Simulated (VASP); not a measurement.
Data:

```
TaSi2
1.0
   -1.62929     1.62929     4.07227
    1.62929    -1.62929     4.07227
    1.62929     1.62929    -4.07227
Ta Si
1 2
Direct
  0.00000   0.00000   0.00000
  0.33168   0.33168   0.00000
  0.66832   0.66832   0.00000
```

Calculation: PBEsol GGA with spin-orbit coupling, VASP's PBE PAW potentials (set 64) (plane waves; VASP). Numerical set-up: 400 eV cut-off, 12×12×12 Γ-centred mesh, Gaussian smearing of 0.050 eV, potentials Ta_pv Si.

### Question
Estimate the energy per atom (σ→0), band gap (over mesh and band path) with the smallest direct gap where there is one.

### Answer

```yaml
band gap (over mesh and band path): none (metal, semimetal or under 0.01 eV)
energy per atom (σ→0): -8.755 eV/atom
```

Total energies compare only between runs with the same potentials, cut-off and functional.

The structure was generated: TaSi2 was put into the MoSi2 type (I4/mmm), which need not be its known phase. It was relaxed first.
